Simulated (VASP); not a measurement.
All values below come from PBEsol GGA, VASP's PBE PAW potentials (set 64) (plane waves; VASP).

A VASP calculation is set up with these files.

**INCAR**
```
ALGO = Normal   # blocked Davidson
LMAXMIX = 4   # l cut-off of mixed one-centre charges
SYSTEM = GaN
ENCUT = 520
LREAL = F   # projection in real space or not
PREC = Accurate
EDIFF = 1E-7   # SCF stop (eV)
NELM = 100   # most electronic steps
GGA = PS
LCHARG = F
ISIF = 2   # forces and stress, cell fixed
ISMEAR = 0   # Gaussian
LWAVE = F
LASPH = T   # aspherical one-centre terms
SIGMA = 0.05   # width (eV)
```

### POSCAR
```
GaN
1
    0.0000000000     2.2699212967     2.2699212967
    2.2699212967     0.0000000000     2.2699212967
    2.2699212967     2.2699212967     0.0000000000
Ga N
1 1
Direct
  0.0000000000   0.0000000000   0.0000000000
  0.2500000000   0.2500000000   0.2500000000
```

KPOINTS:
```
Automatic mesh
0
Gamma
10 10 10
0 0 0
```

POTCAR, in this order: Ga_d N (PBE.64 set). Program: vasp_std.

What VASP printed:

### OUTCAR
```
 ion  position               nearest neighbor table
   1  0.000  0.000  0.000-   2 1.97   2 1.97   2 1.97   2 1.97
   2  0.250  0.250  0.250-   1 1.97   1 1.97   1 1.97   1 1.97
  LATTYP: Found a face centered cubic cell.
 ALAT       =     4.5398425934
 Subroutine PRICEL returns:
 Original cell was already a primitive cell.
 Subroutine GETGRP returns: Found 24 space group operations
The static configuration has the point symmetry T_d .
The dynamic configuration has the point symmetry T_d .
 Subroutine INISYM returns: Found 24 space group operations
 Subroutine IBZKPT returns following result:
 Found     47 irreducible k-points:

 Following reciprocal coordinates:
            Coordinates               Weight
  0.000000  0.000000  0.000000      1.000000
  0.100000  0.000000  0.000000      8.000000
  0.200000  0.000000  0.000000      8.000000
  0.300000  0.000000  0.000000      8.000000
  0.400000  0.000000  0.000000      8.000000
  0.500000  0.000000  0.000000      4.000000
  0.100000  0.100000  0.000000      6.000000
  0.200000  0.100000  0.000000     24.000000
  0.300000  0.100000  0.000000     24.000000
...
```

File OSZICAR:
```
       N       E                     dE             d eps       ncg     rms          rms(c)
DAV:   1     0.863143341860E+02    0.86314E+02   -0.97342E+03  1294   0.242E+03
DAV:   2    -0.792626575713E+01   -0.94241E+02   -0.88953E+02  1392   0.352E+02
DAV:   3    -0.147684204209E+02   -0.68422E+01   -0.68000E+01  1412   0.866E+01
DAV:   4    -0.148805038988E+02   -0.11208E+00   -0.11199E+00  1440   0.120E+01
DAV:   5    -0.148820685127E+02   -0.15646E-02   -0.15646E-02  1380   0.126E+00    0.712E+00
DAV:   6    -0.131445360985E+02    0.17375E+01   -0.52426E+00  1873   0.474E+01    0.265E+00
DAV:   7    -0.131327075641E+02    0.11829E-01   -0.28849E-01  1227   0.714E+00    0.171E+00
DAV:   8    -0.131163440636E+02    0.16364E-01   -0.69050E-02  1412   0.347E+00    0.750E-01
DAV:   9    -0.131118829546E+02    0.44611E-02   -0.17311E-02  1803   0.302E+00    0.186E-01
DAV:  10    -0.131120773461E+02   -0.19439E-03   -0.14114E-03  1303   0.583E-01    0.907E-02
DAV:  11    -0.131120333495E+02    0.43997E-04   -0.18476E-04  1833   0.290E-01    0.546E-03
DAV:  12    -0.131120352403E+02   -0.18908E-05   -0.16394E-05  1372   0.552E-02    0.191E-03
DAV:  13    -0.131120352051E+02    0.35207E-07   -0.67584E-07  1406   0.791E-03
   1 F= -.13112035E+02 E0= -.13112035E+02  d E =-.836450E-15
```

### OUTCAR
```
------------------------ aborting loop because EDIFF is reached ----------------------------------------
  FORCE on cell =-STRESS in cart. coord.  units (eV):
  Direction    XX          YY          ZZ          XY          YZ          ZX
  --------------------------------------------------------------------------------------
  Total       -0.7456464     -0.7456464     -0.7456464      0.0000000      0.0000000      0.0000000
  in kB      -51.0717909    -51.0717909    -51.0717909      0.0000000      0.0000000      0.0000000
  external PRESSURE =     -51.0717909 kB  Pullay stress =       0.0000000 kB
  volume of cell :       23.39
      direct lattice vectors                 reciprocal lattice vectors
     0.000000000  2.269921297  2.269921297    -0.220271954  0.220271954  0.220271954
     2.269921297  0.000000000  2.269921297     0.220271954 -0.220271954  0.220271954
     2.269921297  2.269921297  0.000000000     0.220271954  0.220271954 -0.220271954
  FREE ENERGIE OF THE ION-ELECTRON SYSTEM (eV)
  ---------------------------------------------------
  free  energy   TOTEN  =       -13.1120352051 eV

  energy  without entropy=      -13.1120352051  energy(sigma->0) =      -13.11203521
```
(Selected blocks of OUTCAR.)

OUTCAR:
```
 val. band max:        4.9144432589   @ k =   0.0000   0.0000   0.0000

 cond. band min:       6.4583866985   @ k =   0.0000   0.0000   0.0000


 Fermi energy:         5.1661379110

 k-point     1 :       0.0000    0.0000    0.0000
  band No.  band energies     occupation
      1     -10.8318      2.00000
      2      -8.4703      2.00000
      3      -8.4703      2.00000
      4      -8.4703      2.00000
      5      -8.1670      2.00000
      6      -8.1670      2.00000
      7       4.9144      2.00000
      8       4.9144      2.00000
      9       4.9144      2.00000
     10       6.4584      0.00000
     11      14.9830      0.00000
     12      14.9830      0.00000
     13      14.9830      0.00000

 k-point     2 :       0.1000    0.0000    0.0000
  band No.  band energies     occupation
      1     -10.7241      2.00000
      2      -8.4574      2.00000
      3      -8.4574      2.00000
      4      -8.4312      2.00000
      5      -8.1682      2.00000
      6      -8.1682      2.00000
      7       3.7952      2.00000
      8       4.8094      2.00000
      9       4.8094      2.00000
     10       7.3379      0.00000
     11      14.4805      0.00000
     12      15.1441      0.00000
     13      15.1441      0.00000

 k-point     3 :       0.2000    0.0000    0.0000
  band No.  band energies     occupation
      1     -10.4546      2.00000
      2      -8.4273      2.00000
      3      -8.4273      2.00000
      4      -8.2674      2.00000
      5      -8.1670      2.00000
      6      -8.1670      2.00000
      7       2.0032      2.00000
      8       4.5513      2.00000
      9       4.5513      2.00000
     10       8.4028      0.00000
     11      13.7068      0.00000
     12      15.4067      0.00000
     13      15.4067      0.00000

 k-point     4 :       0.3000    0.0000    0.0000
  band No.  band energies     occupation
      1     -10.1731      2.00000
      2      -8.4007      2.00000
      3      -8.4007      2.00000
...
```

The compound is GaN in the zinc blende structure, a metastable form; wurtzite is the usual one. This cell is one point of a volume scan, at 1.03 of the reference volume.
